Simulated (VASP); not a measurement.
```xyz
5
Lattice="2.7934 0.0000 0.0000 0.0000 2.6426 4.2169 0.0000 -2.6426 4.2169" Properties=species:S:1:pos:R:3 pbc="T T T"
Ti     0.0000     0.0000     3.5505
P      1.3967     0.0000     0.6307
N      1.3967     1.2943     3.9882
N      1.3967    -1.2943     3.9882
N      0.0000     0.0000     1.5732
```

The numbers are results of LDA (Ceperley-Alder, Perdew-Zunger), VASP's LDA PAW potentials (set 64) (plane waves; VASP 6.6.1), not measurements. Numerical set-up: 520 eV cut-off, Gaussian smearing of 0.050 eV, potentials Ti_sv P N.

**Question.** Give the energies of bands 9 to 19 at the high-symmetry points, in eV from the valence-band maximum.

**Answer.** 
| band | Γ | Y | C0 | Z | A0 | T | S | R |
|---|---|---|---|---|---|---|---|---|
| 9 | -5.60 | -5.65 | -5.83 | -6.29 | -6.39 | -6.58 | -6.38 | -6.33 |
| 10 | -5.54 | -4.83 | -5.67 | -6.01 | -6.26 | -5.98 | -5.68 | -6.21 |
| 11 | -4.66 | -4.63 | -4.54 | -5.66 | -4.86 | -5.47 | -4.11 | -4.76 |
| 12 | -3.17 | -3.72 | -3.19 | -4.21 | -4.51 | -4.06 | -3.82 | -4.67 |
| 13 | -2.58 | -2.59 | -2.61 | -3.43 | -2.83 | -3.23 | -2.75 | -2.64 |
| 14 | -2.20 | -2.49 | -2.59 | -3.17 | -2.45 | -2.30 | -2.60 | -2.63 |
| 15 | -1.07 | -1.39 | -1.94 | -1.18 | -1.73 | -1.50 | -1.25 | -1.83 |
| 16 | -0.01 | -0.75 | -0.63 | -0.46 | -1.08 | -0.17 | -0.64 | -1.47 |
| 17 | 0.50 | 0.60 | 1.20 | 2.48 | 1.99 | 1.53 | 1.33 | 2.14 |
| 18 | 2.58 | 2.53 | 2.69 | 2.62 | 2.55 | 3.01 | 2.27 | 2.17 |
| 19 | 3.12 | 3.47 | 2.87 | 2.66 | 3.37 | 3.28 | 2.96 | 3.51 |

The gap is indirect, 0.50 eV, from the valence maximum at Γ-Z at 0.57 to the conduction minimum at Γ.

The structure comes from a computed database's TiPN3 entry (Amm2); how it stands against other phases isn't given here. It was relaxed first.
